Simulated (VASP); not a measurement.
Input of a VASP 6.6.1 run:

INCAR

```
ALGO = Normal ; EDIFF = 1E-7
ENCUT = 520 ; GGA = PE
ISIF = 2 ; ISMEAR = 0
ISPIN = 2 ; LASPH = T
LCHARG = T ; LDAU = T
LDAUJ = 0 0 ; LDAUL = 3 -1
LDAUPRINT = 1 ; LDAUTYPE = 2
LDAUU = 6 0 ; LELF = T
LMAXMIX = 6 ; LORBIT = 11
LREAL = F ; LVHAR = T
LWAVE = F ; MAGMOM = 4 0
NBANDS = 22 ; NELM = 120
NUPDOWN = 2 ; PREC = Accurate
SIGMA = 0.05
```

File KPOINTS:

```
k-points
0
Gamma
  6 6 6
```

POSCAR

```
PmS
1.0
    0.0000000000      2.8386760400      2.8386760400
    2.8386760400      0.0000000000      2.8386760400
    2.8386760400      2.8386760400      0.0000000000
Pm S
1 1
Direct
    0.5000000000      0.5000000000      0.5000000000
    0.0000000000      0.0000000000      0.0000000000
```

Potentials or basis: VASP PAW PBE potentials, release 64 (Pm, S).

Run with:

```sh
$ cat potpaw_PBE.64/Pm/POTCAR potpaw_PBE.64/S/POTCAR > POTCAR
$ mpirun -np 1 vasp_std > vasp.out
```

Predict the pressure.

1.1 GPa.

Eigenvalues of the final occupation matrices:
| site | spin | trace | eigenvalues |
| --- | --- | --- | --- |
| site 1 f | 1 | 3.04 | 0.00 0.03 0.03 0.03 0.98 0.98 0.98 |
| site 1 f | 2 | 1.04 | 0.00 0.00 0.00 0.01 0.01 0.01 0.98 |

Caveat: the magnetic or orbital state may not be the lowest; the moment is held away from its start; spin-orbit coupling is left out, which moves the levels of the heavy elements; the total moment is fixed, so each spin has its own Fermi level. The state reached can hang on the start; a lower one may exist.
